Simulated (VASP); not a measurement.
A convergence study with VASP on C (graphite): a few settings are varied, all else stays as given below, so the limit is that of these other settings. The cell's lengths are 1 % over those of the tabulated start and one atom is moved, so it is off equilibrium.

```
C
1.0
    1.24230    -2.15173     0.00000
    1.24230     2.15173     0.00000
    0.00000     0.00000     6.77710
C
4
Direct
  0.00000   0.00000   0.25000
  0.00000   0.00000   0.75000
  0.33333   0.66667   0.25000
  0.69106   0.35772   0.75000
```

All values below come from LDA (Ceperley-Alder, Perdew-Zunger), VASP's LDA PAW potentials (set 64) (plane waves; VASP 6.6.1). The last row used: LREAL = Auto, 700 eV cut-off, 12×12×4 Γ-centred mesh, first-order Methfessel-Paxton smearing of 0.10 eV, potentials C.

```csv
setting,E (eV/atom),pressure (GPa),largest force (eV/Å),plane waves
"ENCUT = 400, LREAL = .FALSE., PREC = Normal",-10.0821,-13.37,3.033,672
"ENCUT = 500, LREAL = .FALSE., PREC = Normal",-10.0723,-11.35,3.020,938
"ENCUT = 600, LREAL = .FALSE., PREC = Normal",-10.0753,-11.87,3.024,1236
"ENCUT = 700, LREAL = .FALSE., PREC = Normal",-10.0801,-12.00,3.027,1589
"ENCUT = 500, LREAL = .FALSE., PREC = Accurate",-10.0723,-11.35,3.020,938
"ENCUT = 600, LREAL = .FALSE., PREC = Accurate",-10.0753,-11.87,3.023,1236
"ENCUT = 400, LREAL = Auto, PREC = Normal",-10.0821,-13.33,3.034,672
"ENCUT = 500, LREAL = Auto, PREC = Normal",-10.0722,-11.24,3.026,938
"ENCUT = 600, LREAL = Auto, PREC = Normal",-10.0755,-11.82,3.023,1236
"ENCUT = 700, LREAL = Auto, PREC = Normal",___,-12.00,3.027,1589
"ENCUT = 400, LREAL = Auto, PREC = Accurate",-10.0811,-13.41,3.033,672
"ENCUT = 500, LREAL = Auto, PREC = Accurate",-10.0724,-11.42,3.018,938
"ENCUT = 600, LREAL = Auto, PREC = Accurate",___,___,3.024,1236
"ENCUT = 700, LREAL = Auto, PREC = Accurate",-10.0805,-12.01,3.027,1589
```

### Question
Complete the blanks.

### Answer

- ENCUT = 600, LREAL = Auto, PREC = Accurate, E (eV/atom): -10.0756
- ENCUT = 600, LREAL = Auto, PREC = Accurate, pressure (GPa): -11.89
- ENCUT = 700, LREAL = Auto, PREC = Normal, E (eV/atom): -10.0802

Left out are rungs that failed or repeat a setting and relaxations that didn't move; long series are thinned to 24 rows.

The compound is C in the graphite structure. The cell was not relaxed at this level, it is distorted from the ideal structure.
